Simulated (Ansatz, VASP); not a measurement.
# HgC2S2N2 in two plane-wave programs, part 2 of 2

Wanted: the spread between two codes on one cell, functional and k mesh. The cell is taken from a series of runs on this material, whose earlier steps may have relaxed, scaled, displaced or heated it; both programs get it as it stands.

VASP 6.6.1 and Ansatz 0.2.0.

So far: The starting structure; Ansatz: dielectric response, PBE.

## 3. VASP: dielectric response, PBE

Level of this step: PBE; plane waves and PAW (Hg, C, S, N) (VASP).

The same cell, functional and mesh now go to VASP, with its own data sets.

Lines of VASP's logs that name or quote its potential files are left out, and so is its time.

INCAR reads:

```
SYSTEM = HgC2S2N2
PREC = Accurate
ENCUT = 520
EDIFF = 1E-08
NELM = 120
ISMEAR = 0
SIGMA = 0.01
LREAL = .FALSE.
ALGO = Normal
GGA = PE
NBANDS = 28
LORBIT = 11
LWAVE = .FALSE.
LCHARG = .FALSE.
ISIF = 2
LEPSILON = .TRUE.
LASPH = .TRUE.
GGA_COMPAT = .FALSE.
EFERMI = MIDGAP
KPAR = 2
```

POSCAR reads:

```
HgC2S2N2
1.0
    5.4390000000     -2.0210000000      0.0000000000
    5.4390000000      2.0210000000      0.0000000000
   -0.5921680587      0.0000000000      6.4076955288
Hg C S N
1 2 2 2
Direct
    0.0000000000      0.0000000000      0.0000000000
    0.2661513025      0.2661513025      0.2233405963
    0.7338486975      0.7338486975      0.7766594037
    0.1320101513      0.1320101513      0.3259806969
    0.8679898487      0.8679898487      0.6740193031
    0.3633996325      0.3633996325      0.1569129335
    0.6366003675      0.6366003675      0.8430870665
```

KPOINTS reads:

```
Automatic mesh
0
Gamma
6 6 4
0 0 0
```

PAW data sets: Hg, C, S and N (PBE family, release 64).

The run is started by

```
$ mpirun -np 2 vasp_std
```

Numbers of over 12 decimals in the logs are rounded to 6 here.

What it wrote:

```text
[banner, memory and clock lines left out]
running    2 mpi-ranks, on    1 nodes
 distrk:  each k-point on    1 cores,    2 groups
 distr:  one band on    1 cores,    1 groups

 POSCAR found type information on POSCAR HgC S N
 POSCAR found :  4 types and       7 ions
 LDA part: xc-table for (Slater+PW92), standard interpolation
 POSCAR, INCAR and KPOINTS ok, starting setup
 FFT: planning ... GRIDC
 FFT: planning ... GRID_SOFT
 FFT: planning ... GRID
 WAVECAR not read
 entering main loop
       N       E                     dE             d eps       ncg     rms          rms(c)
DAV:   1     0.276518747225E+03    0.27652E+03   -0.20101E+04  2632   0.133E+03
DAV:   2    -0.223410373822E+02   -0.29886E+03   -0.29052E+03  3220   0.300E+02
DAV:   3    -0.462478982009E+02   -0.23907E+02   -0.23719E+02  3276   0.881E+01
DAV:   4    -0.466562756227E+02   -0.40838E+00   -0.40625E+00  3428   0.126E+01
DAV:   5    -0.466639850500E+02   -0.77094E-02   -0.77043E-02  3320   0.166E+00    0.227E+01
DAV:   6    -0.416086632679E+02    0.50553E+01   -0.17487E+01  3304   0.326E+01    0.128E+01
DAV:   7    -0.413944080788E+02    0.21426E+00   -0.36674E+00  3104   0.124E+01    0.818E+00
DAV:   8    -0.413444634512E+02    0.49945E-01   -0.47829E-01  3224   0.444E+00    0.255E+00
DAV:   9    -0.413418620952E+02    0.26014E-02   -0.27000E-02  3688   0.103E+00    0.748E-01
DAV:  10    -0.413407976979E+02    0.10644E-02   -0.12376E-02  3416   0.655E-01    0.196E-01
DAV:  11    -0.413408791675E+02   -0.81470E-04   -0.10358E-03  3308   0.265E-01    0.114E-01
DAV:  12    -0.413409463180E+02   -0.67151E-04   -0.10958E-04  3188   0.634E-02    0.448E-02
DAV:  13    -0.413409732542E+02   -0.26936E-04   -0.26543E-05  3116   0.345E-02    0.654E-03
DAV:  14    -0.413409758657E+02   -0.26115E-05   -0.32203E-06  3540   0.126E-02    0.334E-03
DAV:  15    -0.413409766790E+02   -0.81329E-06   -0.90620E-07  3076   0.685E-03    0.242E-03
DAV:  16    -0.413409766767E+02    0.22837E-08   -0.11516E-07  3448   0.248E-03    0.626E-04
DAV:  17    -0.413409766678E+02    0.89376E-08   -0.18517E-08  2508   0.887E-04
   1 F= -.41340977E+02 E0= -.41340977E+02  d E =0.000000E+00
 Linear response reoptimize wavefunctions to high precision
DAV:   1    -0.413409766657E+02    0.20755E-08   -0.43729E-09  2608   0.445E-04
DAV:   2    -0.413409766658E+02   -0.30013E-10   -0.35043E-10  1840   0.109E-04
 Linear response G [H, r] |phi>, progress :
  Direction:   1
       N       E                     dE             d eps       ncg     rms
RMM:   1    -0.205521992214E+03   -0.20552E+03   -0.22007E+02  7034   0.908E+01
RMM:   2    -0.170243732027E+03    0.35278E+02   -0.22320E+01  4331   0.273E+01
RMM:   3    -0.170499149275E+03   -0.25542E+00   -0.55129E-01  4630   0.364E+00
RMM:   4    -0.170512717741E+03   -0.13568E-01   -0.22772E-02  4825   0.696E-01
RMM:   5    -0.170513340152E+03   -0.62241E-03   -0.15047E-03  4797   0.146E-01
RMM:   6    -0.170513400103E+03   -0.59951E-04   -0.10675E-04  4898   0.363E-02
RMM:   7    -0.170513404857E+03   -0.47540E-05   -0.20543E-06  4861   0.104E-02
RMM:   8    -0.170513405284E+03   -0.42747E-06    0.20689E-04  4977   0.431E-03
RMM:   9    -0.170513405453E+03   -0.16846E-06    0.59611E-04  4806   0.284E-03
RMM:  10    -0.170513405316E+03    0.13617E-06    0.56874E-04  4396   0.252E-03
RMM:  11    -0.170513405303E+03    0.13077E-07    0.53519E-04  3857   0.240E-03
RMM:  12    -0.170513405357E+03   -0.53905E-07    0.57489E-04  3765   0.238E-03
RMM:  13    -0.170513405355E+03    0.17800E-08    0.44721E-04  3739   0.237E-03
 Linear response G [H, r] |phi>, progress :
  Direction:   2
       N       E                     dE             d eps       ncg     rms
RMM:   1    -0.174050892797E+03   -0.17405E+03    0.12403E+02  5464   0.906E+01
RMM:   2    -0.171014239791E+03    0.30367E+01   -0.18950E+01  4212   0.223E+01
RMM:   3    -0.171375971404E+03   -0.36173E+00   -0.64692E-01  4502   0.335E+00
RMM:   4    -0.171389020621E+03   -0.13049E-01   -0.39258E-02  4679   0.626E-01
RMM:   5    -0.171389708638E+03   -0.68802E-03   -0.30025E-03  4690   0.141E-01
RMM:   6    -0.171389772306E+03   -0.63668E-04   -0.24588E-04  4762   0.324E-02
RMM:   7    -0.171389775219E+03   -0.29133E-05   -0.17056E-05  4789   0.939E-03
RMM:   8    -0.171389775707E+03   -0.48704E-06    0.14251E-05  4884   0.359E-03
RMM:   9    -0.171389775414E+03    0.29234E-06    0.51183E-05  4541   0.231E-03
RMM:  10    -0.171389775501E+03   -0.86891E-07   -0.22024E-04  4026   0.202E-03
RMM:  11    -0.171389776106E+03   -0.60482E-06   -0.44249E-05  3823   0.194E-03
RMM:  12    -0.171389775784E+03    0.32233E-06   -0.59752E-05  3735   0.192E-03
RMM:  13    -0.171389775807E+03   -0.23316E-07   -0.46789E-05  3709   0.192E-03
 Linear response G [H, r] |phi>, progress :
  Direction:   3
       N       E                     dE             d eps       ncg     rms
RMM:   1    -0.178480050081E+03   -0.17848E+03    0.89485E+01  6356   0.932E+01
RMM:   2    -0.168735067716E+03    0.97450E+01   -0.19269E+01  4286   0.256E+01
RMM:   3    -0.169022033301E+03   -0.28697E+00   -0.59750E-01  4547   0.363E+00
RMM:   4    -0.169038897618E+03   -0.16864E-01   -0.25261E-02  4791   0.661E-01
RMM:   5    -0.169039592190E+03   -0.69457E-03   -0.18502E-03  4805   0.146E-01
RMM:   6    -0.169039664086E+03   -0.71896E-04   -0.13084E-04  4889   0.345E-02
[...]
RMM:   4    -0.813630484461E+00   -0.27526E-04   -0.50323E-05  4640   0.235E-02
RMM:   5    -0.813632341144E+00   -0.18567E-05   -0.40117E-06  4695   0.511E-03
RMM:   6    -0.813632505679E+00   -0.16454E-06   -0.40886E-07  4544   0.135E-03
RMM:   7    -0.813632519415E+00   -0.13735E-07   -0.67905E-08  3848   0.421E-04
RMM:   8    -0.813632520763E+00   -0.13483E-08   -0.38380E-08  3052   0.217E-04
 change of polarisation eV/A/(eV/A) component  2 :    -0.047     1.627    -0.014
 dielectric tensor                  component  2 :    -0.061     3.090    -0.018
 Linear response to external field (no local field effect), progress :
  Direction:   3
       N       E                     dE             d eps       ncg     rms          rms(c)
RMM:   1    -0.129487949562E+01   -0.12949E+01   -0.58711E+00  5003   0.459E+00
RMM:   2    -0.133725975100E+01   -0.42380E-01   -0.54661E-02  4406   0.116E+00
RMM:   3    -0.133933064716E+01   -0.20709E-02   -0.19990E-03  4603   0.163E-01
RMM:   4    -0.133940363043E+01   -0.72983E-04   -0.10060E-04  4758   0.350E-02
RMM:   5    -0.133940696079E+01   -0.33304E-05   -0.67306E-06  4763   0.749E-03
RMM:   6    -0.133940721749E+01   -0.25670E-06   -0.56880E-07  4791   0.193E-03
RMM:   7    -0.133940723739E+01   -0.19905E-07   -0.79115E-08  4188   0.566E-04
RMM:   8    -0.133940723920E+01   -0.18053E-08   -0.69393E-08  3337   0.256E-04
 change of polarisation eV/A/(eV/A) component  3 :    -0.092    -0.014     2.679
 dielectric tensor                  component  3 :    -0.118    -0.018     4.441
 Linear response to external field, progress :
  Direction:   1
       N       E                     dE             d eps       ncg     rms          rms(c)
RMM:   1    -0.218715607925E+01   -0.21872E+01   -0.12110E+01  5127   0.556E+00
RMM:   2    -0.221049923227E+01   -0.23343E-01   -0.76284E-02  4464   0.116E+00    0.440E+00
RMM:   3    -0.179124137618E+01    0.41926E+00   -0.13655E+00  4478   0.511E+00    0.204E+00
RMM:   4    -0.177314038568E+01    0.18101E-01   -0.16538E-01  4530   0.184E+00    0.812E-01
RMM:   5    -0.180687262794E+01   -0.33732E-01   -0.19798E-02  4663   0.675E-01    0.329E-01
RMM:   6    -0.183477906478E+01   -0.27906E-01   -0.24239E-03  4636   0.285E-01    0.103E-01
RMM:   7    -0.184118471595E+01   -0.64057E-02   -0.56521E-04  4686   0.102E-01    0.401E-02
RMM:   8    -0.184409513624E+01   -0.29104E-02   -0.10635E-04  4646   0.483E-02    0.156E-02
RMM:   9    -0.184476541285E+01   -0.67028E-03   -0.34705E-05  4694   0.188E-02    0.278E-03
RMM:  10    -0.184485265159E+01   -0.87239E-04   -0.10433E-05  4796   0.523E-03    0.115E-03
RMM:  11    -0.184484725948E+01    0.53921E-05   -0.48310E-06  4767   0.149E-03    0.547E-04
RMM:  12    -0.184484116120E+01    0.60983E-05   -0.46645E-06  4628   0.113E-03    0.159E-04
RMM:  13    -0.184483957386E+01    0.15873E-05   -0.49940E-06  4746   0.348E-04    0.850E-05
RMM:  14    -0.184483819396E+01    0.13799E-05   -0.73208E-06  4018   0.206E-04    0.326E-05
RMM:  15    -0.184483667893E+01    0.15150E-05   -0.48596E-06  3727   0.188E-04    0.797E-06
 change of polarisation eV/A/(eV/A) component  1 :     3.415    -0.039     0.144
 dielectric tensor                  component  1 :     5.386    -0.050     0.185
 Linear response to external field, progress :
  Direction:   2
       N       E                     dE             d eps       ncg     rms          rms(c)
RMM:   1    -0.774596607217E+00   -0.77460E+00   -0.22512E+00  4838   0.378E+00
RMM:   2    -0.813017859296E+00   -0.38421E-01   -0.25038E-02  4327   0.843E-01    0.169E+00
RMM:   3    -0.707514199614E+00    0.10550E+00   -0.16239E-01  4189   0.163E+00    0.763E-01
RMM:   4    -0.723993867591E+00   -0.16480E-01   -0.10511E-01  4502   0.128E+00    0.289E-01
RMM:   5    -0.750611264166E+00   -0.26617E-01   -0.38508E-03  4510   0.334E-01    0.564E-02
RMM:   6    -0.750133813346E+00    0.47745E-03   -0.52726E-04  4647   0.816E-02    0.224E-02
RMM:   7    -0.751449609542E+00   -0.13158E-02   -0.51746E-05  4606   0.361E-02    0.928E-03
RMM:   8    -0.751810047379E+00   -0.36044E-03   -0.91089E-06  4700   0.112E-02    0.343E-03
RMM:   9    -0.751915231751E+00   -0.10518E-03   -0.89668E-07  4539   0.511E-03    0.610E-04
RMM:  10    -0.751926077584E+00   -0.10846E-04   -0.41135E-08  4772   0.769E-04    0.363E-04
RMM:  11    -0.751936559830E+00   -0.10482E-04    0.23094E-07  4674   0.495E-04    0.850E-05
RMM:  12    -0.751935462471E+00    0.10974E-05    0.66508E-08  4133   0.204E-04    0.251E-05
RMM:  13    -0.751934544159E+00    0.91831E-06   -0.21481E-07  3231   0.146E-04    0.793E-06
 change of polarisation eV/A/(eV/A) component  2 :    -0.051     1.362    -0.013
 dielectric tensor                  component  2 :    -0.065     2.750    -0.017
 Linear response to external field, progress :
  Direction:   3
       N       E                     dE             d eps       ncg     rms          rms(c)
RMM:   1    -0.129487949562E+01   -0.12949E+01   -0.58711E+00  5003   0.459E+00
RMM:   2    -0.133725980201E+01   -0.42380E-01   -0.54661E-02  4406   0.116E+00    0.303E+00
RMM:   3    -0.101526561059E+01    0.32199E+00   -0.52772E-01  4492   0.261E+00    0.124E+00
RMM:   4    -0.100285841031E+01    0.12407E-01   -0.10686E-01  4607   0.128E+00    0.637E-01
RMM:   5    -0.101556086139E+01   -0.12702E-01   -0.14809E-02  4640   0.510E-01    0.328E-01
RMM:   6    -0.103647789956E+01   -0.20917E-01   -0.45585E-03  4545   0.301E-01    0.136E-01
RMM:   7    -0.104374320793E+01   -0.72653E-02   -0.64776E-04  4650   0.109E-01    0.795E-02
RMM:   8    -0.104732807047E+01   -0.35849E-02   -0.17286E-04  4557   0.638E-02    0.142E-02
RMM:   9    -0.104740782933E+01   -0.79759E-04    0.22710E-05  4782   0.121E-02    0.551E-03
RMM:  10    -0.104754852622E+01   -0.14070E-03    0.22802E-05  4565   0.822E-03    0.206E-03
RMM:  11    -0.104751096889E+01    0.37557E-04    0.20786E-05  4822   0.160E-03    0.817E-04
RMM:  12    -0.104750796981E+01    0.29991E-05    0.27565E-05  4517   0.171E-03    0.167E-04
RMM:  13    -0.104749916394E+01    0.88059E-05    0.26072E-05  4812   0.404E-04    0.927E-05
RMM:  14    -0.104749714532E+01    0.20186E-05    0.16136E-05  4309   0.314E-04    0.521E-05
RMM:  15    -0.104749752749E+01   -0.38217E-06    0.82684E-06  3074   0.174E-04    0.145E-05
RMM:  16    -0.104749711658E+01    0.41091E-06    0.83309E-06  2788   0.168E-04    0.944E-06
 change of polarisation eV/A/(eV/A) component  3 :     0.144    -0.011     1.904
 dielectric tensor                  component  3 :     0.185    -0.014     3.445
 Born effective charges drift removed
```

OUTCAR, selected parts (step 3):

```text
ion  position               nearest neighbor table
   1  0.000  0.000  0.000-   4 2.43   5 2.43   7 2.75   7 2.75   6 2.75   6 2.75
   2  0.266  0.266  0.223-   6 1.18   4 1.66
   3  0.734  0.734  0.777-   7 1.18   5 1.66
   4  0.132  0.132  0.326-   2 1.66   1 2.43
   5  0.868  0.868  0.674-   3 1.66   1 2.43
   6  0.363  0.363  0.157-   2 1.18   1 2.75   1 2.75
   7  0.637  0.637  0.843-   3 1.18   1 2.75   1 2.75

  LATTYP: Found a base centered monoclinic cell.
 ALAT       =    10.8780000000
 B/A-ratio  =     0.3715756573
 C/A-ratio  =     0.5915609487
 COS(beta)  =    -0.0920230083

 Subroutine GETGRP returns: Found  4 space group operations
 (whereof  4 operations were pure point group operations)

The static configuration has the point symmetry C_2h.

 Found     47 irreducible k-points:

   k-points           NKPTS =     47   k-points in BZ     NKDIM =     47   number of bands    NBANDS=     28

   dimension x,y,z NGX =    48 NGY =   48 NGZ =   48
   dimension x,y,z NGXF=    96 NGYF=   96 NGZF=   96

   ENCUT  =  520.0 eV  38.22 Ry    6.18 a.u.  10.79 10.79 11.96*2*pi/ulx,y,z

   NELECT =      42.0000    total number of electrons

 k-points in reciprocal lattice and weights: Automatic mesh
   0.00000000  0.00000000  0.00000000       0.007
   0.16666667  0.00000000  0.00000000       0.028
   0.33333333  0.00000000  0.00000000       0.028
   0.50000000  0.00000000 -0.00000000       0.014
   0.16666667  0.16666667  0.00000000       0.014
   0.33333333  0.16666667 -0.00000000       0.028
   0.50000000  0.16666667  0.00000000       0.028
  -0.33333333  0.16666667  0.00000000       0.028
  -0.16666667  0.16666667  0.00000000       0.014
[...]
-0.33333333  0.33333333  0.50000000       0.014
   0.50000000  0.50000000  0.50000000       0.007

 average (electrostatic) potential at core
       1 -42.1007       2 -54.8398       3 -54.8398       4 -91.1060       5 -91.1060
       6 -67.7056       7 -67.7056

  Total        1.4196035      1.1809881      1.4529857      0.0000000      0.0000000      0.0271658
  in kB       16.1458317     13.4319437     16.5255025      0.0000000      0.0000000      0.3089696
  external PRESSURE =      15.3677593 kB  Pullay stress =       0.0000000 kB

  energy-cutoff  :      520.00
  volume of cell :      140.87
      direct lattice vectors                 reciprocal lattice vectors
     5.439000000 -2.021000000  0.000000000     0.091928663 -0.247402276  0.008495600
     5.439000000  2.021000000  0.000000000     0.091928663  0.247402276  0.008495600
    -0.592168059  0.000000000  6.407695529     0.000000000  0.000000000  0.156062347

 POSITION                                       TOTAL-FORCE (eV/Angst)
 -----------------------------------------------------------------------------------
      0.00000      0.00000      0.00000        -0.000000      0.000000      0.000000
      2.76294      0.00000      1.43110        -0.482319      0.000000      0.188948
      7.52289      0.00000      4.97660         0.482319      0.000000     -0.188948
      1.24297      0.00000      2.08879         0.189331      0.000000     -0.010215
      9.04286      0.00000      4.31891        -0.189331      0.000000      0.010215
      3.86014      0.00000      1.00545         0.317794      0.000000     -0.118675
      6.42569      0.00000      5.40225        -0.317794      0.000000      0.118675
 -----------------------------------------------------------------------------------
    total drift:                                0.000000      0.000000     -0.000000

 MACROSCOPIC STATIC DIELECTRIC TENSOR (including local field effects in DFT)
 ------------------------------------------------------
           5.386080     0.000000     0.185256
           0.000000     2.749545     0.000000
           0.185253     0.000000     3.445364
 ------------------------------------------------------

 PIEZOELECTRIC TENSOR (including local field effects)  for field in x, y, z        (C/m^2)
          XX          YY          ZZ          XY          YZ          ZX
  --------------------------------------------------------------------------------
  x     0.00000     0.00000     0.00000     0.00000     0.00000     0.00000
  y     0.00000     0.00000     0.00000     0.00000     0.00000     0.00000
  z     0.00000     0.00000     0.00000     0.00000     0.00000     0.00000

 BORN EFFECTIVE CHARGES (including local field effects) (in |e|, cummulative output)
 ---------------------------------------------------------------------------------
 ion    1
    1     2.81125     0.00000     0.30427
    2     0.00000     1.90314     0.00000
    3     0.15708     0.00000     1.58346
 ion    2
    1     2.04253     0.00000    -0.94799
    2     0.00000    -0.05141     0.00000
    3    -0.26801     0.00000     0.07363
 ion    3
    1     2.04253     0.00000    -0.94799
    2     0.00000    -0.05141     0.00000
    3    -0.26801     0.00000     0.07363
 ion    4
    1    -1.41368     0.00000     0.10764
    2     0.00000     0.00538     0.00000
    3    -0.03692     0.00000    -0.26977
 ion    5
    1    -1.41368     0.00000     0.10764
    2     0.00000     0.00538     0.00000
    3    -0.03692     0.00000    -0.26977
 ion    6
    1    -2.03447     0.00000     0.68822
    2     0.00000    -0.90554     0.00000
    3     0.22639     0.00000    -0.59559
 ion    7
    1    -2.03447    -0.00000     0.68822
    2     0.00000    -0.90554     0.00000
    3     0.22639     0.00000    -0.59559
```

Energies printed during the response cycles are not total energies of the cell. The dielectric response converges more slowly with the mesh than energies do, so tensor and charges may still move on a finer one.

## 4. Comparison

Known differences besides the potentials themselves: fixed occupations in Ansatz, narrow Gaussian smearing in VASP; VASP's response is taken on the typed mesh, Ansatz refines its own for the field response alone; the data sets hold 50 valence electrons in Ansatz (on its PAW soft_1 files) and 42 in VASP; the cutoff is 420 eV in Ansatz and 520 eV in VASP. Total energies have different zeros and are not compared.

Both answers:

```csv
quantity,Ansatz,VASP,difference
ε∞ xx,5.43,5.39,+0.82 %
ε∞ yy,2.75,2.75,+0.12 %
ε∞ zz,3.46,3.45,+0.41 %
Born charge of Hg1 (mean of the diagonal) (e),2.09,2.10,-0.01
Born charge of C2 (mean of the diagonal) (e),0.69,0.69,+0.01
Born charge of S4 (mean of the diagonal) (e),-0.55,-0.56,+0.01
Born charge of N6 (mean of the diagonal) (e),-1.19,-1.18,-0.01
```

## 5. Summary of results

```
difference in ε∞ xx (dielectric response, PBE) : 0.82 %
```

In words: The difference in ε∞ xx is 0.82 % (dielectric response, PBE), within the 5 % picked in this series as the mark of a large difference. The data sets hold unlike numbers of valence electrons (50 in Ansatz and 42 in VASP), so part of the differences comes from the potentials. How closely two codes agree says nothing of how well the functional describes the real material.

[Lines on the potential files, build, host, timing and source positions are cut from VASP's logs without a mark.]

[Logs are printed without paths, hosts, clocks, repeated set-up lines and the standing remarks that a program may print on its own settings, such as how far it seeks lower states.]

[Hosts, paths, dates, database ids (printed as entryN), source tags and the programs' standing remarks are cut or masked in the printed files.]
